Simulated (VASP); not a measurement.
```
GaN
1.0
    1.59500    -2.76262     0.00000
    1.59500     2.76262     0.00000
    0.00000     0.00000     5.19000
Ga N
2 2
Direct
  0.66667   0.33333   0.50000
  0.33333   0.66667   0.00000
  0.66667   0.33333   0.87700
  0.33333   0.66667   0.37700
```

Level of theory: LDA (Ceperley-Alder, Perdew-Zunger), VASP's LDA PAW potentials (set 64) (plane waves; VASP). Numerical set-up: 400 eV cut-off, 10×10×5 Γ-centred mesh, Fermi-Dirac smearing of 0.050 eV, potentials Ga_d N.

At this cut-off the stress carries a Pulay error, which pulls relaxed volumes low.

**Question.** Predict the energy per atom (σ→0), pressure.

**Answer.** 
* **energy per atom (σ→0)**: -672.7 kJ/mol-atom
* **pressure**: -8.96 GPa

Total energies compare only between runs with the same potentials, cut-off and functional.

The structure is a typed GaN crystal (P6_3mc). The cell was not relaxed at this level.
